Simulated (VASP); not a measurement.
All values below come from LDA (Ceperley-Alder, Perdew-Zunger), VASP's LDA PAW potentials (set 64) (plane waves; VASP).

VASP input:

POSCAR:
```
MnSi
1
    4.2803609891     0.0000000000     0.0000000000
   -0.0000000000     4.2803609891     0.0000000000
    0.0000000000     0.0000000000     4.2803609891
Mn Si
4 4
Direct
  0.8598034667   0.6401965333   0.3598034667
  0.3598034667   0.8598034667   0.6401965333
  0.1401965333   0.1401965333   0.1401965333
  0.6401965333   0.3598034667   0.8598034667
  0.1536206121   0.3463793879   0.6536206121
  0.6536206121   0.1536206121   0.3463793879
  0.8463793879   0.8463793879   0.8463793879
  0.3463793879   0.6536206121   0.1536206121
```

### INCAR
```
! general
SYSTEM  = MnSi
PREC    = Accurate
ENCUT   = 500
LREAL   = F
LASPH   = T

! electronic loop
EDIFF   = 1E-6
NELM    = 100
ALGO    = Normal
LMAXMIX = 4

! smearing
ISMEAR  = 1
SIGMA   = 0.1

! spin
ISPIN   = 2
MAGMOM  = 0.6 0.6 0.6 0.6 -0.0 -0.0 -0.0 -0.0

! ions
IBRION  = 2
NSW     = 40
ISIF    = 3
EDIFFG  = -0.02
PSTRESS = 300

! output
LWAVE   = F
LCHARG  = F
LORBIT  = 10
```

File KPOINTS:
```
Automatic
0
Gamma
  7 7 7
```

POTCAR, in this order: Mn_pv Si (LDA.64 set). Program: vasp_std.

What VASP printed:

OSZICAR:
```
       N       E                     dE             d eps       ncg     rms          rms(c)
DAV:   1     0.816114648615E+03    0.81611E+03   -0.35475E+04  3936   0.198E+03
DAV:   2    -0.438011779089E+01   -0.82049E+03   -0.79892E+03  3936   0.584E+02
DAV:   3    -0.745120851934E+02   -0.70132E+02   -0.67883E+02  4645   0.175E+02
DAV:   4    -0.766503505721E+02   -0.21383E+01   -0.21250E+01  4588   0.311E+01
DAV:   5    -0.766929370094E+02   -0.42586E-01   -0.42557E-01  4680   0.473E+00    0.426E+01
DAV:   6    -0.749921381572E+02    0.17008E+01   -0.17775E+02  4696   0.970E+01    0.231E+01
DAV:   7    -0.683025505592E+02    0.66896E+01   -0.61410E+01  4160   0.582E+01    0.108E+01
DAV:   8    -0.680979899030E+02    0.20456E+00   -0.27205E+00  4144   0.989E+00    0.237E+00
DAV:   9    -0.680571884190E+02    0.40801E-01   -0.20578E-01  4917   0.299E+00    0.926E-01
DAV:  10    -0.680542988664E+02    0.28896E-02   -0.64675E-03  4486   0.674E-01    0.558E-01
DAV:  11    -0.680535182650E+02    0.78060E-03   -0.24692E-03  4902   0.325E-01    0.183E-01
DAV:  12    -0.680538986841E+02   -0.38042E-03   -0.52301E-04  5246   0.142E-01    0.153E-01
DAV:  13    -0.680544418754E+02   -0.54319E-03   -0.93374E-04  5029   0.212E-01    0.130E-01
DAV:  14    -0.680552730497E+02   -0.83117E-03   -0.49295E-03  4947   0.481E-01    0.824E-02
DAV:  15    -0.680554359454E+02   -0.16290E-03   -0.11036E-03  5564   0.208E-01    0.491E-02
DAV:  16    -0.680554396886E+02   -0.37432E-05   -0.33284E-05  4328   0.467E-02    0.229E-02
DAV:  17    -0.680554505348E+02   -0.10846E-04   -0.14257E-04  4907   0.815E-02    0.941E-03
DAV:  18    -0.680554508540E+02   -0.31915E-06   -0.91362E-06  4137   0.264E-02
   1 F= -.53371198E+02 E0= -.53371645E+02  d E =-.533712E+02  mag=    -0.0002
```

### OUTCAR
```
------------------------ aborting loop because EDIFF is reached ----------------------------------------
  FORCE on cell =-STRESS in cart. coord.  units (eV):
  Direction    XX          YY          ZZ          XY          YZ          ZX
  --------------------------------------------------------------------------------------
  Total       14.7622971     14.7622971     14.7622971      0.0000000      0.0000000      0.0000000
  in kB      301.5944407    301.5944407    301.5944407      0.0000000      0.0000000      0.0000000
  external PRESSURE =       1.5944407 kB  Pullay stress =     300.0000000 kB
  volume of cell :       78.42
      direct lattice vectors                 reciprocal lattice vectors
     4.280360989  0.000000000  0.000000000     0.233625155  0.000000000  0.000000000
     0.000000000  4.280360989  0.000000000     0.000000000  0.233625155  0.000000000
     0.000000000  0.000000000  4.280360989     0.000000000  0.000000000  0.233625155
 POSITION                                       TOTAL-FORCE (eV/Angst)
 -----------------------------------------------------------------------------------
      3.68027      2.74027      1.54009        -0.001528      0.001528     -0.001528
      1.54009      3.68027      2.74027        -0.001528     -0.001528      0.001528
      0.60009      0.60009      0.60009         0.001528      0.001528      0.001528
      2.74027      1.54009      3.68027         0.001528     -0.001528     -0.001528
      0.65755      1.48263      2.79773        -0.006664      0.006664     -0.006664
      2.79773      0.65755      1.48263        -0.006664     -0.006664      0.006664
      3.62281      3.62281      3.62281         0.006664      0.006664      0.006664
      1.48263      2.79773      0.65755         0.006664     -0.006664     -0.006664
 -----------------------------------------------------------------------------------
    total drift:                               -0.000000     -0.000002      0.000000
  FREE ENERGIE OF THE ION-ELECTRON SYSTEM (eV)
  ---------------------------------------------------
  free  energy   TOTEN  =       -68.0554508540 eV

  energy  without entropy=      -68.0567918144  energy(sigma->0) =      -68.05589784
  enthalpy is  TOTEN    =       -53.3711976631 eV   P V=       14.6842531909

 total charge

# of ion       s       p       d       tot
------------------------------------------
    1        0.394   6.502   5.515  12.411
    2        0.394   6.502   5.515  12.411
    3        0.394   6.502   5.515  12.411
    4        0.394   6.502   5.515  12.411
    5        0.759   1.024   0.000   1.783
    6        0.759   1.024   0.000   1.783
    7        0.759   1.024   0.000   1.783
    8        0.759   1.024   0.000   1.783
--------------------------------------------------
tot          4.612  30.104  22.061  56.777

 magnetization (x)

# of ion       s       p       d       tot
------------------------------------------
    1        0.000   0.000   0.002   0.002
    2        0.000   0.000   0.002   0.002
    3        0.000   0.000   0.002   0.002
    4        0.000   0.000   0.002   0.002
    5       -0.000  -0.000   0.000  -0.000
    6       -0.000  -0.000   0.000  -0.000
    7       -0.000  -0.000   0.000  -0.000
    8       -0.000  -0.000   0.000  -0.000
--------------------------------------------------
tot         -0.000  -0.000   0.008   0.007

 reached required accuracy - stopping structural energy minimisation
```
(Selected blocks of OUTCAR.)

**OUTCAR**
```
 val. band max:       13.3392553228   @ k =   0.1429   0.0000   0.0000

 cond. band min:      13.3753217275   @ k =   0.4286   0.4286   0.1429


 Fermi energy:        13.3448901580

 spin component 1

 k-point     1 :       0.0000    0.0000    0.0000
  band No.  band energies     occupation
      1     -34.0701      1.00000
      2     -34.0701      1.00000
      3     -34.0701      1.00000
      4     -34.0121      1.00000
      5     -34.0121      1.00000
      6     -34.0121      1.00000
      7     -33.9289      1.00000
      8     -33.9289      1.00000
      9     -33.8513      1.00000
     10     -33.8513      1.00000
     11     -33.8513      1.00000
     12     -33.8291      1.00000
     13      -0.5426      1.00000
     14       5.0255      1.00000
     15       5.0255      1.00000
     16       5.0255      1.00000
     17       8.0828      1.00000
     18       8.0828      1.00000
     19       8.0828      1.00000
     20       9.5580      1.00000
     21       9.5580      1.00000
     22       9.5580      1.00000
     23      10.2965      1.00000
     24      10.4308      1.00000
     25      10.4308      1.00000
     26      10.7799      1.00000
     27      10.7799      1.00000
     28      10.7799      1.00000
     29      11.4710      1.00000
     30      11.4710      1.00000
     31      11.4710      1.00000
     32      13.5968     -0.00106
     33      13.5968     -0.00106
     34      13.5968     -0.00106
     35      13.7936     -0.00000
     36      13.7936     -0.00000
     37      14.9170     -0.00000
     38      14.9170     -0.00000
     39      14.9170     -0.00000
     40      17.6226      0.00000
     41      17.6226      0.00000

 k-point     2 :       0.1429    0.0000    0.0000
  band No.  band energies     occupation
      1     -34.0934      1.00000
      2     -34.0768      1.00000
      3     -34.0456      1.00000
      4     -34.0298      1.00000
      5     -34.0181      1.00000
...
```

The moments were started parallel, and other spin orders were not tried in this run.

The compound is MnSi in the B20 structure. It was relaxed first under an external pressure of 30 GPa.
